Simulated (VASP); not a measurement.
Set up this calculation in VASP 6.6.1, as the native input.

```yaml
Task: single point
Functional: PBEsol
Potentials_or_basis: VASP PAW PBE potentials, release 64 (Cu, Ga_d, P)
Cutoff: 350 eV
k_mesh: 2 × 2 × 2
Occupations: gaussian, width 0.03 eV
Spin: collinear spin, ferromagnetic start
Starting_moments: "[2.0, 0.0, 0.0, 0.0, 0.0, 0.0, 0.0, 0.0, 0.0, 0.0, 0.0, 0.0, 0.0, 0.0, 0.0, 0.0, 0.0, 0.0, 0.0, 0.0, 0.0, 0.0, 0.0, 0.0] μB"
Hubbard_terms: Cu d U = 5 eV
Dq: 0
Further_INCAR_settings: LREAL = Auto; ALGO = Normal; EDIFF = 1e-05; NBANDS = 129
```

The structure of Ga11CuP12 (a cell with a defect) lies in POSCAR:

```
Ga11CuP12
1.0
    0.0000000000      8.1757500000      8.1757500000
    5.4505000000      0.0000000000      5.4505000000
    5.4505000000      5.4505000000      0.0000000000
Cu Ga P
1 11 12
Direct
    0.0000000000      0.0000000000      0.0000000000
    0.0000000000      0.0000000000      0.5000000000
    0.0000000000      0.5000000000      0.0000000000
    0.0000000000      0.5000000000      0.5000000000
    0.3333330000      0.0000000000      0.0000000000
    0.3333330000      0.0000000000      0.5000000000
    0.3333330000      0.5000000000      0.0000000000
    0.3333330000      0.5000000000      0.5000000000
    0.6666670000      0.0000000000      0.0000000000
    0.6666670000      0.0000000000      0.5000000000
    0.6666670000      0.5000000000      0.0000000000
    0.6666670000      0.5000000000      0.5000000000
    0.0833333333      0.1250000000      0.1250000000
    0.0833333333      0.1250000000      0.6250000000
    0.0833333333      0.6250000000      0.1250000000
    0.0833333333      0.6250000000      0.6250000000
    0.4166663333      0.1250000000      0.1250000000
    0.4166663333      0.1250000000      0.6250000000
    0.4166663333      0.6250000000      0.1250000000
    0.4166663333      0.6250000000      0.6250000000
    0.7500003333      0.1250000000      0.1250000000
    0.7500003333      0.1250000000      0.6250000000
    0.7500003333      0.6250000000      0.1250000000
    0.7500003333      0.6250000000      0.6250000000
```

These files were run (other wordings do the same):

INCAR

```
SYSTEM = Ga11CuP12
PREC = Accurate
ENCUT = 350
EDIFF = 1E-5
ISMEAR = 0
SIGMA = 0.03
LREAL = Auto
LASPH = .True.
NELM = 120
ALGO = Normal
ISIF = 2
LWAVE = .False.
LCHARG = .False.
ISPIN = 2
MAGMOM = 2 0 0 0 0 0 0 0 0 0 0 0 0 0 0 0 0 0 0 0 0 0 0 0
LORBIT = 11
LMAXMIX = 4
LDAU = .True.
LDAUTYPE = 2
LDAUL = 2 -1 -1
LDAUU = 5 0 0
LDAUJ = 0 0 0
LDAUPRINT = 1
GGA = PS
NBANDS = 129
KPAR = 2
```

KPOINTS

```
regular mesh
0
Gamma
  2 2 2
  0 0 0
```

Potentials or basis: VASP PAW PBE potentials, release 64 (Cu, Ga_d, P).

The run is started by

```sh
$ cat potpaw_PBE.64/Cu/POTCAR potpaw_PBE.64/Ga_d/POTCAR potpaw_PBE.64/P/POTCAR > POTCAR
$ mpirun -np 4 vasp_std > vasp.out
```

Results of the run:

* Pressure: -1.6 GPa
* Largest force: 0.644 eV/Å
* Band gap on the k mesh: none (metal or under the smearing width)
* Net moment: 0.33 μB per cell
* Site moments: Cu +0.05; Ga +0.00, +0.01, -0.00; P +0.04, +0.02, -0.00, +0.01, +0.03, +0.00 μB
* Valence electrons inside the program's atomic spheres: Cu 10.08; Ga 11.72, 11.73; P 2.48, 2.52, 2.53, 2.50

Caveat: the k mesh is coarse (spacing up to 0.50 Å⁻¹), so the values aren't converged; the cutoff is under 1.25 times the usual one of these potentials, so pressure, stress and relaxed cells hold a basis-set (Pulay) error; the PAW data sets were made with another functional, which shifts forces and pressure a little; the U is typed as a test and isn't derived for this compound.

Wall time 3.3 min on 4 MPI ranks on AMD EPYC 9R45 (Zen 5), with other jobs on the host, peak memory 0.42 GiB a rank.
